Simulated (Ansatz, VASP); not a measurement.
**Two plane-wave programs on BaFeO3**

```
Ba Fe O
1.0
     4.02000    0.00000    0.00000
     0.00000    4.02000    0.00000
     0.00000    0.00000    4.02000
Ba Fe O
1 1 3
Direct
  0.00000 0.00000 0.00000
  0.50000 0.50000 0.50000
  0.50000 0.50000 0.00000
  0.00000 0.50000 0.50000
  0.50000 0.00000 0.50000
```

Alike in both runs: task single point; functional LDA; k mesh 5 × 5 × 5; occupations gaussian, width 0.05 eV; collinear spin; Hubbard terms Fe d U = 6.0 eV, J = 0.5 eV.

```csv
,VASP,Ansatz
version,VASP 6.6.1,Ansatz 0.2.0
potentials or method,"VASP PAW LDA potentials, release 64 (Ba_sv, Fe, O)","scalar-relativistic, plane waves, PAW"
plane-wave cutoff (eV),520,420
valence electrons in the cell,36,44
```

VASP gave:

- gap on the k mesh at the Fermi level (eV): none
- pressure (GPa): -9.4
- net moment per atom (μB): 0.97
- size of the moment on the site where the two differ most (μB): 4.07

Estimate Ansatz's values.

gap on the k mesh at the Fermi level (eV): none; pressure (GPa): -11.4; net moment per atom (μB): 0.81; size of the moment on the site where the two differ most (μB): 3.67.

The net moments differ so much that the two runs ended in different magnetic states, which moves the other rows too. Site moments also hang on the region over which each program counts them. The programs project onto different local orbitals, so the same U acts differently. A gap of «none» marks a metal or a gap that the smearing closes. The two sets of potentials don't hold the same shells in valence. Ansatz warned: «filled_band_counts_differ_across_k_points».

Caveats: a cell with one magnetic atom can't hold antiferromagnetic order, which such compounds often take. The runs have no spin-orbit coupling, so splittings on Ba are missing. The state reached can hang on the start; a lower one may exist.
